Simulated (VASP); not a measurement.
Input:

```
CELL_PARAMETERS angstrom
      0.00000     3.33000     3.33000
      3.33000     0.00000     3.33000
      3.33000     3.33000     0.00000
ATOMIC_POSITIONS crystal
  Sr 0.00000 0.00000 0.00000
  Te 0.50000 0.50000 0.50000
```

Computed with PBEsol GGA, VASP's PBE PAW potentials (set 64) (plane waves; VASP). Settings: 400 eV cut-off, 6×6×6 Γ-centred mesh, Gaussian smearing of 0.050 eV, potentials Sr_sv Te.

Energy and stress use the plane-wave basis of the starting cell.

Problem. The ions, cell shape and volume are relaxed. What does this cell relax into?

Solution. 
```
CELL_PARAMETERS angstrom
      0.00000     3.30729     3.30729
      3.30729     0.00000     3.30729
      3.30729     3.30729     0.00000
ATOMIC_POSITIONS crystal
  Sr 0.00000 0.00000 0.00000
  Te 0.50000 0.50000 0.50000
```
Space group Fm-3m (225), at a tolerance of 0.03 Å.

Problem. How do energy and volume change from the first to the last step?

Solution. The energy (σ→0) changes by -1.7 meV/atom and the volume by -2.0 %, in 3 ionic steps.

The compound is SrTe in the rock salt structure. This run relaxes it. Symmetry was kept, so distortions that lower it aren't found.
